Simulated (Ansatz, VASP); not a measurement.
# Li16SO7 (a cell with a defect) in VASP and in Ansatz

```
CELL_PARAMETERS angstrom
0.00000 4.61000 4.61000
4.61000 0.00000 4.61000
4.61000 4.61000 0.00000
ATOMIC_POSITIONS crystal
Li 0.13568 0.13568 0.13568
Li 0.13568 0.13568 0.59297
Li 0.13568 0.59297 0.13568
Li 0.13280 0.62240 0.62240
Li 0.59297 0.13568 0.13568
Li 0.62240 0.13280 0.62240
Li 0.62240 0.62240 0.13280
Li 0.62240 0.62240 0.62240
Li 0.37760 0.37760 0.37760
Li 0.37760 0.37760 0.86720
Li 0.37760 0.86720 0.37760
Li 0.40703 0.86432 0.86432
Li 0.86720 0.37760 0.37760
Li 0.86432 0.40703 0.86432
Li 0.86432 0.86432 0.40703
Li 0.86432 0.86432 0.86432
S 0.00000 0.00000 0.00000
O 0.00000 0.00000 0.50000
O 0.00000 0.50000 0.00000
O 0.00000 0.50000 0.50000
O 0.50000 0.00000 0.00000
O 0.50000 0.00000 0.50000
O 0.50000 0.50000 0.00000
O 0.50000 0.50000 0.50000
```

Alike in both runs: functional PBE; k mesh 4 × 4 × 4; occupations fermi-dirac, width 0.01 eV; no spin polarisation.

Ansatz relaxed the structure, and its values are those at the end. VASP's run is a single point on that final structure, the one shown.

|  | VASP | Ansatz |
| --- | --- | --- |
| version | VASP 6.6.1 | Ansatz 0.2.0 |
| potentials or method | VASP PAW PBE potentials, release 64 (Li_sv, S, O) | plane-wave PAW, scalar-relativistic |
| plane-wave cutoff (eV) | 520 | 420 |
| valence electrons in the cell | 96 | 96 |

|  | VASP | Ansatz | Ansatz less VASP |
| --- | --- | --- | --- |
| gap on the k mesh at the Fermi level (eV) | 3.86 | 3.87 | +0.007 |

With one functional, cell and mesh, what is left measures potentials, basis and numerics. Ansatz warned: «stress_scf_threshold_loose».
